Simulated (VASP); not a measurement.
Method: PBE GGA, VASP's PBE PAW potentials (set 64) (plane waves; VASP).

Gaps are without spin-orbit coupling.

Question: Order these relaxed crystals by band gap, smallest first: CdTe, F-43m (216); Te, P3_121 (152); Be2C, Fm-3m (225); TlBr, Pm-3m (221).

Answer: Te, P3_121 (152) (0.21 eV), CdTe, F-43m (216) (0.59 eV), Be2C, Fm-3m (225) (1.16 eV), TlBr, Pm-3m (221) (1.99 eV)
